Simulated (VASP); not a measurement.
Given:

```yaml
crystal:
  lattice:
    - [4.97230, 0.00000, 0.00000]
    - [0.00000, 4.97230, 0.00000]
    - [0.00000, 0.00000, 19.25780]
  atoms:
    - { symbol: Ni, position: [0.25000, 0.24932, 0.36490], spin: 0.8 }
    - { symbol: Ni, position: [0.75000, 0.25060, 0.36490], spin: 0.8 }
    - { symbol: Ni, position: [0.25000, 0.75068, 0.36490], spin: 0.8 }
    - { symbol: Ni, position: [0.75000, 0.74940, 0.36490], spin: 0.8 }
    - { symbol: Ni, position: [0.99934, 0.00000, 0.45345], spin: 0.8 }
    - { symbol: Ni, position: [0.50066, 0.00000, 0.45345], spin: 0.8 }
    - { symbol: Ni, position: [0.00038, 0.50000, 0.45282], spin: 0.8 }
    - { symbol: Ni, position: [0.49962, 0.50000, 0.45282], spin: 0.8 }
    - { symbol: Ni, position: [0.25000, 0.24891, 0.54528], spin: 0.8 }
    - { symbol: Ni, position: [0.75000, 0.24724, 0.54559], spin: 0.8 }
    - { symbol: Ni, position: [0.25000, 0.75109, 0.54528], spin: 0.8 }
    - { symbol: Ni, position: [0.75000, 0.75276, 0.54559], spin: 0.8 }
    - { symbol: Ni, position: [0.99264, 0.00000, 0.63827], spin: 0.8 }
    - { symbol: Ni, position: [0.50736, 0.00000, 0.63827], spin: 0.8 }
    - { symbol: Ni, position: [0.99692, 0.50000, 0.63168], spin: 0.8 }
    - { symbol: Ni, position: [0.50308, 0.50000, 0.63168], spin: 0.8 }
    - { symbol: F, position: [0.25000, 0.00000, 0.71358] }
```

Level of theory: PBE GGA, VASP's PBE PAW potentials (set 64) (plane waves; VASP). Settings: PREC = Normal, 400 eV cut-off, 5×5×1 Γ-centred mesh, first-order Methfessel-Paxton smearing of 0.10 eV, potentials Ni F.

The moments were started parallel, and other spin orders were not tried in this run.

Problem. Predict the cell moment, energy per atom (σ→0), band gap (on the k-mesh) with the smallest direct gap where there is one.

Solution. 
| Quantity | Result |
|---|---|
| band gap (on the k-mesh) | none (metal, semimetal or under 0.01 eV) |
| cell moment | 11.41 μB |
| energy per atom (σ→0) | -5034 meV/atom |

Problem. Give the moment on each site (PAW-sphere projection).

Solution. 
```json
[
 {"site": "Ni1", "moment (μB)": "0.74"},
 {"site": "Ni2", "moment (μB)": "0.74"},
 {"site": "Ni3", "moment (μB)": "0.74"},
 {"site": "Ni4", "moment (μB)": "0.74"},
 {"site": "Ni5", "moment (μB)": "0.68"},
 {"site": "Ni6", "moment (μB)": "0.68"},
 {"site": "Ni7", "moment (μB)": "0.70"},
 {"site": "Ni8", "moment (μB)": "0.70"},
 {"site": "Ni9", "moment (μB)": "0.71"},
 {"site": "Ni10", "moment (μB)": "0.69"},
 {"site": "Ni11", "moment (μB)": "0.71"},
 {"site": "Ni12", "moment (μB)": "0.69"},
 {"site": "Ni13", "moment (μB)": "0.77"},
 {"site": "Ni14", "moment (μB)": "0.77"},
 {"site": "Ni15", "moment (μB)": "0.76"},
 {"site": "Ni16", "moment (μB)": "0.76"},
 {"site": "F17", "moment (μB)": "0.07"}
]
```

Total energies compare only between runs with the same potentials, cut-off and functional.

The cell is a thin slab with vacuum, built from Ni (fcc): (100) face, F adsorbed.
